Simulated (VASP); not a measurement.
Consider the following.

```yaml
crystal:
  lattice:
    - [0.00000, 3.05938, 3.05938]
    - [3.05938, 0.00000, 3.05938]
    - [3.05938, 3.05938, 0.00000]
  atoms:
    - { symbol: Cd, position: [0.00000, 0.00000, 0.00000] }
    - { symbol: Se, position: [0.25000, 0.25000, 0.25000] }
```

Calculation: vdW-DF-cx, VASP's PBE PAW potentials (set 64) (plane waves; VASP). Run with 520 eV cut-off, 8×8×8 Γ-centred mesh, tetrahedra with Blöchl corrections, potentials Cd Se.

**Question.** Tabulate the total density of states (states/eV per cell) against energy (eV; zero at the valence-band maximum or, without a gap, the Fermi level).

**Answer.** 
```
E (eV) | DOS (states/eV)
    -9.94 |  0.00
    -9.82 |  0.00
    -9.58 |  0.00
    -9.46 |  0.00
    -9.22 |  0.00
    -9.10 |  0.00
    -8.86 |  0.00
    -8.74 |  0.00
    -8.50 |  0.00
    -8.38 |  0.00
    -8.14 |  0.00
    -8.02 |  0.00
    -7.90 | # 1.23
    -7.66 | ############### 14.3
    -7.54 | ############################## 28.9
    -7.30 | #### 3.87
    -7.18 | ###### 5.90
    -6.94 |  0.00
    -6.82 |  0.00
    -6.58 |  0.00
    -6.46 |  0.00
    -6.22 |  0.00
    -6.10 |  0.00
    -5.98 |  0.00
    -5.74 |  0.00
    -5.62 |  0.00
    -5.38 |  0.00
    -5.26 |  0.00
    -5.02 |  0.00
    -4.90 |  0.00
    -4.66 |  0.00
    -4.54 |  0.00
    -4.30 |  0.04
    -4.18 |  0.44
    -4.06 | # 1.37
    -3.82 | ## 2.20
    -3.70 | # 1.31
    -3.46 | # 0.77
    -3.34 | # 0.66
    -3.10 |  0.45
    -2.98 |  0.36
    -2.74 |  0.30
    -2.62 |  0.28
    -2.38 | # 1.09
    -2.26 | ## 1.97
    -2.02 | ## 1.94
    -1.90 | ## 1.82
    -1.78 | ## 2.04
    -1.54 | ### 2.42
    -1.42 | ## 2.35
    -1.18 | ## 2.36
    -1.06 | ## 2.37
    -0.82 | ## 2.23
    -0.70 | ## 1.71
    -0.46 | # 0.97
    -0.34 | # 0.65
    -0.10 |  0.21
     0.02 |  0.00
     0.14 |  0.00
     0.38 |  0.00
     0.50 |  0.00
     0.74 |  0.00
     0.86 |  0.00
     1.10 |  0.01
     1.22 |  0.02
     1.46 |  0.03
     1.58 |  0.05
     1.82 |  0.09
     1.94 |  0.11
     2.06 |  0.13
     2.30 |  0.23
     2.42 |  0.35
     2.66 | # 0.58
     2.78 | # 0.68
     3.02 | # 0.74
     3.14 | # 0.81
     3.38 | # 1.25
     3.50 | ## 1.49
     3.74 | ## 1.78
     3.86 | ## 1.54
```
Within 2 eV below the valence-band maximum the largest weight inside VASP's projection spheres is Se p.

The compound is CdSe in the zinc blende structure, whereas wurtzite is the usual form. It was relaxed first.
